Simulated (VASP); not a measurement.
Elastic constants (GPa) of a crystal from VASP with PBEsol GGA, VASP's PBE PAW potentials (set 64):

```tsv
	xx	yy	zz	yz	xz	xy
xx	64.2	16.8	30.2	0.0	0.0	0.0
yy	16.8	64.2	30.2	0.0	0.0	0.0
zz	30.2	30.2	81.4	0.0	0.0	0.0
yz	0.0	0.0	0.0	19.9	0.0	0.0
xz	0.0	0.0	0.0	0.0	19.9	0.0
xy	0.0	0.0	0.0	0.0	0.0	23.7
```

The 4f electrons are frozen in the core of the lanthanide potential, so 4f levels, which can set the real gap, and their magnetism are missing. Finite-difference elastic constants of metals are sensitive to mesh and smearing; shear constants can be off by tens of GPa.

### Question
Work out the Voigt, Reuss and Hill moduli, Young's modulus and Poisson's ratio.

### Answer
All eigenvalues are positive (smallest 19.9 GPa), so the crystal is stable. K_V = (C11+C22+C33+2(C12+C13+C23))/9 = (209.8 + 2×77.2)/9 = 40.5 GPa; G_V = (209.8 − 77.2 + 3×63.5)/15 = 21.5 GPa. From the compliances, K_R = 38.8 GPa and G_R = 21.2 GPa. Hill: K = 39.6 GPa, G = 21.4 GPa, E = 9KG/(3K+G) = 54.3 GPa, ν = (3K−2G)/(2(3K+G)) = 0.271. K/G = 1.85, above Pugh's 1.75; universal anisotropy A^U = 0.12.

### Question
With a density of 8.44 g/cm³, what are the mean sound speeds?

### Answer
v_l = √((K+4G/3)/ρ) = 2.84 km/s and v_t = √(G/ρ) = 1.59 km/s. The crystal is Gd (hcp), hexagonal.

The compound is Gd in the hcp structure. It was relaxed first, which changed the volume by -6 %.
